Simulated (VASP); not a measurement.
Input of a VASP 6.6.1 run:

File POSCAR:

```
Cu2B
1.0
    0.0000000000      3.2834700000      3.2834700000
    3.2834700000      0.0000000000      3.2834700000
    3.2834700000      3.2834700000      0.0000000000
Cu B
4 2
Direct
    0.1250000000      0.1250000000      0.1250000000
    0.6250000000      0.1250000000      0.1250000000
    0.1250000000      0.1250000000      0.6250000000
    0.1250000000      0.6250000000      0.1250000000
    0.5000000000      0.5000000000      0.5000000000
    0.7500000000      0.7500000000      0.7500000000
```

File INCAR.step1:

```
PREC = Accurate
ENCUT = 900
EDIFF = 1E-6
ISMEAR = -1
SIGMA = 0.05
LREAL = False
LASPH = True
NELM = 100
ALGO = Fast
ISIF = 2
LWAVE = False
LCHARG = True
LMAXMIX = 4
GGA = PE
NBANDS = 34
```

File KPOINTS.step1:

```
regular mesh
0
Gamma
  5 5 5
```

INCAR.step2

```
PREC = Accurate
ENCUT = 900
EDIFF = 1E-6
ISMEAR = 0
SIGMA = 0.05
LREAL = False
LASPH = True
NELM = 100
ALGO = Fast
ISIF = 2
LWAVE = False
LCHARG = False
LMAXMIX = 4
GGA = PE
NBANDS = 34
ICHARG = 11
```

Contents of KPOINTS.step2:

```
path GXWKGLUWLK,UX
15
line-mode
reciprocal
 0.0000000000  0.0000000000  0.0000000000  G
 0.5000000000  0.0000000000  0.5000000000  X

 0.5000000000  0.0000000000  0.5000000000  X
 0.5000000000  0.2500000000  0.7500000000  W

 0.5000000000  0.2500000000  0.7500000000  W
 0.3750000000  0.3750000000  0.7500000000  K

 0.3750000000  0.3750000000  0.7500000000  K
 0.0000000000  0.0000000000  0.0000000000  G

 0.0000000000  0.0000000000  0.0000000000  G
 0.5000000000  0.5000000000  0.5000000000  L

 0.5000000000  0.5000000000  0.5000000000  L
 0.6250000000  0.2500000000  0.6250000000  U

 0.6250000000  0.2500000000  0.6250000000  U
 0.5000000000  0.2500000000  0.7500000000  W

 0.5000000000  0.2500000000  0.7500000000  W
 0.5000000000  0.5000000000  0.5000000000  L

 0.5000000000  0.5000000000  0.5000000000  L
 0.3750000000  0.3750000000  0.7500000000  K

 0.6250000000  0.2500000000  0.6250000000  U
 0.5000000000  0.0000000000  0.5000000000  X
```

Potentials or basis: VASP PAW PBE potentials, release 64 (Cu_GW, B_GW).

Run with:

```bash
$ cat potpaw_PBE.64/Cu_GW/POTCAR potpaw_PBE.64/B_GW/POTCAR > POTCAR
$ cp INCAR.step1 INCAR
$ cp KPOINTS.step1 KPOINTS
$ mpirun -np 1 vasp_std > vasp.out
$ cp INCAR.step2 INCAR
$ cp KPOINTS.step2 KPOINTS
$ mpirun -np 1 vasp_std > vasp.out
```

(1) Predict the band gap along the path.

## Answers

(1) none (metal or under the smearing width).
